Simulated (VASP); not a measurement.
Consider the following.

```
Al3GaN4
1.0
    3.12689    -5.41906    -0.00161
    1.56480     2.71032     0.00000
   -0.00129     0.00074     5.04131
Ga Al N
1 3 4
Direct
  0.33375   0.33375   0.50174
  0.16524   0.66524   0.00032
  0.83264   0.33264   0.50133
  0.66827   0.66827   0.00048
  0.33372   0.33372   0.89010
  0.15983   0.65983   0.37630
  0.83282   0.33282   0.87924
  0.67373   0.67373   0.37848
```

All values below come from PBEsol GGA, VASP's PBE PAW potentials (set 64) (plane waves; VASP). Settings: 520 eV cut-off, 5×9×5 Γ-centred mesh, tetrahedra with Blöchl corrections, potentials Ga_d Al N.

Estimate the energy per atom (σ→0), band gap (on the k-mesh) with the smallest direct gap where there is one.

```json
{
  "band gap (on the k-mesh)": "3.50 eV",
  "smallest direct gap (on the k-mesh)": "3.50 eV",
  "energy per atom (σ→0)": "-7.508 eV/atom"
}
```

The structure was generated: Al3GaN4 was put into an ordered model structure (Pm), which need not be its known phase. It was relaxed first.
